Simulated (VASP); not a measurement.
Calculation: LDA (Ceperley-Alder, Perdew-Zunger), VASP's LDA PAW potentials (set 64) (plane waves; VASP).

The input files of a VASP run:

File POSCAR:
```
CdF2
1.0
  0.0000000000   2.6577377018   2.6577377018
  2.6577377018   0.0000000000   2.6577377018
  2.6577377018   2.6577377018   0.0000000000
Cd F
1 2
Cartesian
  0.0000000000   0.0000000000   0.0000000000
  1.3288688509   1.3288688509   1.3288688509
  3.9866065527   3.9866065527   3.9866065527
```

KPOINTS:
```
Regular mesh
0
G
7 7 7
```

**INCAR**
```
SYSTEM=CdF2
PREC=Accurate; ENCUT=620; LREAL=.False.
LASPH=.True.
EDIFF=1E-6; NELM=100; ALGO=Normal
LMAXMIX=4
ISMEAR=0; SIGMA=0.05
IBRION=2; NSW=40; ISIF=3
EDIFFG=-0.02
LWAVE=.False.; LCHARG=.False.
```

POTCAR, in this order: Cd F (LDA.64 set). Program: vasp_std.

The resulting files:

### OSZICAR
```
       N       E                     dE             d eps       ncg     rms          rms(c)
DAV:   1     0.225779029698E+03    0.22578E+03   -0.17480E+04   688   0.180E+03
DAV:   2    -0.473752177297E+01   -0.23052E+03   -0.22347E+03   747   0.418E+02
DAV:   3    -0.142115639437E+02   -0.94740E+01   -0.94546E+01   754   0.958E+01
DAV:   4    -0.142587500491E+02   -0.47186E-01   -0.47178E-01   749   0.672E+00
DAV:   5    -0.142589403295E+02   -0.19028E-03   -0.19028E-03   770   0.390E-01    0.109E+01
DAV:   6    -0.127678517617E+02    0.14911E+01   -0.45263E+00   911   0.409E+01    0.831E+00
DAV:   7    -0.127730482995E+02   -0.51965E-02   -0.65685E-01   684   0.900E+00    0.480E+00
DAV:   8    -0.127491750825E+02    0.23873E-01   -0.14104E-01   705   0.388E+00    0.675E-01
DAV:   9    -0.127411154875E+02    0.80596E-02   -0.32717E-02   871   0.246E+00    0.880E-02
DAV:  10    -0.127413663294E+02   -0.25084E-03   -0.25707E-03   686   0.578E-01    0.600E-02
DAV:  11    -0.127413824764E+02   -0.16147E-04   -0.76525E-05   703   0.159E-01    0.350E-02
DAV:  12    -0.127413789360E+02    0.35404E-05   -0.31257E-05   755   0.631E-02    0.976E-03
DAV:  13    -0.127413791743E+02   -0.23837E-06   -0.17999E-06   648   0.165E-02
   1 F= -.12741379E+02 E0= -.12741379E+02  d E =-.127414E+02
       N       E                     dE             d eps       ncg     rms          rms(c)
DAV:   1    -0.127450325007E+02   -0.36536E-02   -0.76210E-02   687   0.348E+00    0.459E-01
DAV:   2    -0.127417182472E+02    0.33143E-02   -0.12467E-02   690   0.111E+00    0.105E-01
DAV:   3    -0.127414861811E+02    0.23207E-03   -0.57486E-04   681   0.523E-01    0.110E-01
DAV:   4    -0.127414549107E+02    0.31270E-04   -0.93893E-05   741   0.123E-01    0.745E-02
DAV:   5    -0.127414462490E+02    0.86617E-05   -0.21313E-05   682   0.637E-02    0.821E-03
DAV:   6    -0.127414450020E+02    0.12470E-05   -0.49729E-06   677   0.507E-02    0.170E-03
DAV:   7    -0.127414450707E+02   -0.68766E-07   -0.58115E-07   345   0.767E-03
   2 F= -.12741445E+02 E0= -.12741445E+02  d E =-.658964E-04
```

### OUTCAR
```
------------------------ aborting loop because EDIFF is reached ----------------------------------------
  FORCE on cell =-STRESS in cart. coord.  units (eV):
  Direction    XX          YY          ZZ          XY          YZ          ZX
  --------------------------------------------------------------------------------------
  Total        0.0357164      0.0357164      0.0357164     -0.0000000     -0.0000000     -0.0000000
  in kB        1.5295469      1.5295469      1.5295469     -0.0000000     -0.0000000     -0.0000000
  external PRESSURE =       1.5295469 kB  Pullay stress =       0.0000000 kB
  volume of cell :       37.41
      direct lattice vectors                 reciprocal lattice vectors
    -0.000000000  2.654574805  2.654574805    -0.188354082  0.188354082  0.188354082
     2.654574805 -0.000000000  2.654574805     0.188354082 -0.188354082  0.188354082
     2.654574805  2.654574805  0.000000000     0.188354082  0.188354082 -0.188354082
 POSITION                                       TOTAL-FORCE (eV/Angst)
 -----------------------------------------------------------------------------------
      2.65457     -0.00000      2.65457         0.000000      0.000000      0.000000
      1.32729      1.32729      1.32729        -0.000000      0.000000      0.000000
      3.98186      3.98186      3.98186        -0.000000     -0.000000     -0.000000
 -----------------------------------------------------------------------------------
    total drift:                                0.000000     -0.000000      0.000000
  FREE ENERGIE OF THE ION-ELECTRON SYSTEM (eV)
  ---------------------------------------------------
  free  energy   TOTEN  =       -12.7414450707 eV

  energy  without entropy=      -12.7414450707  energy(sigma->0) =      -12.74144507

 reached required accuracy - stopping structural energy minimisation
```
(Selected blocks of OUTCAR.)

**CONTCAR**
```
CdF2
   1.00000000000000
    -0.0000000000000000    2.6545748054191387    2.6545748054191387
     2.6545748054191387   -0.0000000000000000    2.6545748054191387
     2.6545748054191387    2.6545748054191387    0.0000000000000000
  Cd              F
     1     2
Direct
     0.0000000000000000    1.0000000000000000    0.0000000000000000
     0.2500000000000000    0.2500000000000000    0.2500000000000000
     0.7500000000000000    0.7500000000000000    0.7500000000000000
```

The compound is CdF2 in the fluorite structure. This run relaxes it. Symmetry was kept, so distortions that lower it aren't found.
